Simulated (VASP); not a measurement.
Consider the following.

```
KF
1.0
    0.00000     2.72850     2.72850
    2.72850     0.00000     2.72850
    2.72850     2.72850     0.00000
K F
1 1
Cartesian
  0.00000   0.00000   0.00000
  2.72850   2.72850   2.72850
```

Calculation: PBE GGA with D3 dispersion (Becke-Johnson damping), VASP's PBE PAW potentials (set 64) (plane waves; VASP). Numerical set-up: 520 eV cut-off, 8×8×8 Γ-centred mesh, Gaussian smearing of 0.050 eV, potentials K_sv F.

**Question.** Estimate the energy per atom (σ→0), pressure, band gap (on the k-mesh) with the smallest direct gap where there is one.

**Answer.** 
```json
{
 "band gap (on the k-mesh)": "5.85 eV",
 "smallest direct gap (on the k-mesh)": "5.85 eV",
 "energy per atom (σ→0)": "-4.298 eV/atom",
 "pressure": "-16.8 kbar"
}
```

The absolute energy has meaning only against runs of the same code, potentials and settings.

The compound is KF in the rock salt structure. The cell was not relaxed at this level. The run is one of a series of settings (IVDW = 12 against the base run), some of them coarse on purpose.
